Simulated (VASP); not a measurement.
ZnO (space group P6_3mc): the measured cell of entry 2300450 of the Crystallography Open Database is

```
CELL_PARAMETERS angstrom
      3.24931     0.00000     0.00000
     -1.62465     2.81398     0.00000
      0.00000     0.00000     5.20571
ATOMIC_POSITIONS crystal
  Zn 0.33333 0.66667 0.50000
  Zn 0.66667 0.33333 0.00000
  O  0.66667 0.33333 0.37901
  O  0.33333 0.66667 0.87901
```

All values below come from PBE GGA with D3 dispersion (Becke-Johnson damping), VASP's PBE PAW potentials (set 64) (plane waves; VASP). Run with 520 eV cut-off, 9×9×5 Γ-centred mesh, tetrahedra with Blöchl corrections, potentials Zn O.

The calculation is for a static lattice at zero pressure; the measurement, at 298 K, holds thermal and zero-point expansion. The entry's conditions were not checked, so it may have been measured under pressure.

Q: How far does the relaxed conventional cell lie from the measured one?

A: 
|  | measured | computed | difference |
|---|---|---|---|
| a (Å) | 3.249 | 3.266 | +0.5 % |
| c (Å) | 5.206 | 5.259 | +1.0 % |
| V (Å³/atom) | 11.90 | 12.15 | +2.1 % |

The structure comes from a measured ZnO entry (P6_3mc) of the Crystallography Open Database, whose conditions weren't checked. It was relaxed first. Symmetry was kept, so distortions that lower it aren't found.
